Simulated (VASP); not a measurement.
Input:

```
CELL_PARAMETERS angstrom
      4.19388     0.00000     0.00000
      0.00000     4.19388     0.00000
      0.00000     0.00000     2.68252
ATOMIC_POSITIONS crystal
  Si 0.00000 0.00000 0.00000
  Si 0.50000 0.50000 0.50000
  O  0.30571 0.30571 0.00000
  O  0.80571 0.19429 0.50000
  O  0.19429 0.80571 0.50000
  O  0.69429 0.69429 0.00000
```

Level of theory: rev-vdW-DF2, VASP's PBE PAW potentials (set 64) (plane waves; VASP). Numerical set-up: 520 eV cut-off, 5×5×7 Γ-centred mesh, Gaussian smearing of 0.050 eV, potentials Si O.

Question: The ions, cell shape and volume are relaxed. Give the cell that the relaxation ends in.

Answer: 
```
CELL_PARAMETERS angstrom
      4.20537     0.00000     0.00000
      0.00000     4.20537     0.00000
      0.00000     0.00000     2.69585
ATOMIC_POSITIONS crystal
  Si 0.00000 0.00000 0.00000
  Si 0.50000 0.50000 0.50000
  O  0.30601 0.30601 0.00000
  O  0.80601 0.19399 0.50000
  O  0.19399 0.80601 0.50000
  O  0.69399 0.69399 0.00000
```
Space group P4_2/mnm (136), at a tolerance of 0.03 Å.

Question: How do energy and volume change from the first to the last step?

Answer: The energy (σ→0) changes by -0.9 meV/atom and the volume by +1.0 %, in 4 ionic steps.

```
step  E(σ→0) (eV)  max force (eV/Å)  pressure (GPa)  volume (Å³)
----  -----------  ----------------  --------------  -----------
1        -39.4915             0.015            3.31        47.18
2        -39.4877             0.128           -4.18        48.30
3        -39.4966             0.049           -0.01        47.66
4        -39.4967             0.018            0.02        47.68
```

The compound is SiO2 in the rutile structure, stishovite, a high-pressure form. This run relaxes it. Symmetry was kept, so distortions that lower it aren't found.
